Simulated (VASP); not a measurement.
Here is the system:

```xyz
6
Lattice="4.3903 0.0000 0.0000 0.0000 4.3903 0.0000 0.0000 0.0000 2.8911" Properties=species:S:1:pos:R:3 pbc="T T T"
Cr     0.0000     0.0000     0.0000
Cr     2.1952     2.1952     1.4455
O      1.3318     1.3318     0.0000
O      3.5270     0.8633     1.4455
O      0.8633     3.5270     1.4455
O      3.0585     3.0585     0.0000
```
Starting moments (μB, in the order of the record's atoms Cr Cr O O O O): 2.1 2.1 -0.1 -0.1 -0.1 -0.1.

All values below come from PBEsol GGA, VASP's PBE PAW potentials (set 64) (plane waves; VASP 6.6.1). Settings: 620 eV cut-off, 7×7×11 Γ-centred mesh, first-order Methfessel-Paxton smearing of 0.10 eV, potentials Cr_pv O.

Problem. The ions, cell shape and volume at an external pressure of 5.0 GPa are relaxed. What does this cell relax into?

Solution. 
```xyz
6
Lattice="4.3604 0.0000 0.0000 0.0000 4.3604 0.0000 0.0000 0.0000 2.8766" Properties=species:S:1:pos:R:3 pbc="T T T"
Cr     0.0000     0.0000     0.0000
Cr     2.1802     2.1802     1.4383
O      1.3203     1.3203     0.0000
O      3.5005     0.8599     1.4383
O      0.8599     3.5005     1.4383
O      3.0401     3.0401     0.0000
```
Space group P4_2/mnm (136), at a tolerance of 0.03 Å. The cell ends with 4.00 μB, on the sites 2.05 2.05 -0.06 -0.06 -0.06 -0.06 μB.

Problem. How do energy and volume change from the first to the last step?

Solution. The energy (σ→0) changes by +2.7 meV/atom and the volume by -1.9 %, in 5 ionic steps.

The compound is CrO2 in the rutile structure. This run relaxes it under an external pressure of 5 GPa. Symmetry was kept, so distortions that lower it aren't found.
